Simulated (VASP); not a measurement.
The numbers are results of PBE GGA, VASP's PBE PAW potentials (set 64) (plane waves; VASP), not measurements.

A VASP calculation is set up with these files.

### INCAR
```
SYSTEM = C
PREC = Accurate
ENCUT = 600
EDIFF = 1E-7
NELM = 100
ALGO = Normal
LREAL = .FALSE.
LASPH = .TRUE.
ISMEAR = 0
SIGMA = 0.05
GGA = PE
LWAVE = .FALSE.
LCHARG = .FALSE.
ISIF = 3
IBRION = 2
NSW = 40
EDIFFG = -0.01
PSTRESS = 100
```

### POSCAR
```
C
1
    0.0000000000     1.7727191733     1.7727191733
    1.7727191733     0.0000000000     1.7727191733
    1.7727191733     1.7727191733    -0.0000000000
C
2
Direct
  0.0000000000   0.0000000000   0.0000000000
  0.2500000000   0.2500000000   0.2500000000
```

KPOINTS:
```
Automatic mesh
0
Gamma
12 12 12
0 0 0
```

POTCAR, in this order: C (PBE.64 set). Program: vasp_std.

### Question
What will the output report for the number of irreducible k-points (NKPTS), number of bands (NBANDS), largest plane-wave count, number of space-group operations, FFT grid (NGX, NGY, NGZ)?

### Answer

```json
{
  "number of irreducible k-points (NKPTS)": "72",
  "number of bands (NBANDS)": "8",
  "largest_plane_wave_count": "388",
  "number_of_space_group_operations": "48",
  "FFT grid (NGX, NGY, NGZ)": "20 × 20 × 20"
}
```

The compound is C in the diamond structure. It was relaxed first under an external pressure of 10 GPa.
